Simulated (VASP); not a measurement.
The system is Sn.

```xyz
2
Lattice="0.0000 3.2333 3.2333 3.2333 0.0000 3.2333 3.2333 3.2333 0.0000" Properties=species:S:1:pos:R:3 pbc="T T T"
Sn    3.2333    3.2333    3.2333
Sn    4.8500    4.8500    4.8500
```

This isn't the form of Sn at room conditions, which is tetragonal (white tin).

| Property | Result |
| --- | --- |
| Program | VASP 6.6.1 |
| Task | relaxation of cell and atoms |
| Functional | PBE |
| Potentials or basis | VASP PAW PBE potentials, release 64 (Sn_d) |
| Cutoff | 520 eV |
| k mesh | 12 × 12 × 12 |
| Occupations | gaussian, width 0.1 eV |
| Spin | no spin polarisation |

At the start: pressure 3.7 GPa; volume 33.80 Å³/atom.

Task: How do energy, volume and symmetry change on relaxing?

Result: Over 3 steps the energy falls by 32.2 meV/atom and the volume is 36.80 Å³/atom (+8.9 %); space group Fd-3m (No. 227, to 0.05 Å).

Step by step:
```
step  energy change (eV)  largest force (eV/Å)  pressure (GPa)  volume (Å³)
   1              0.0000                0.0000            3.74        67.61
   2             -0.0587                0.0000           -0.89        75.62
   3             -0.0644                0.0000           -0.01        73.59
```

Final structure:
```
CELL_PARAMETERS angstrom
0.00000 3.32612 3.32612
3.32612 0.00000 3.32612
3.32612 3.32612 0.00000
ATOMIC_POSITIONS crystal
Sn 0.50000 0.50000 0.50000
Sn 0.75000 0.75000 0.75000
```
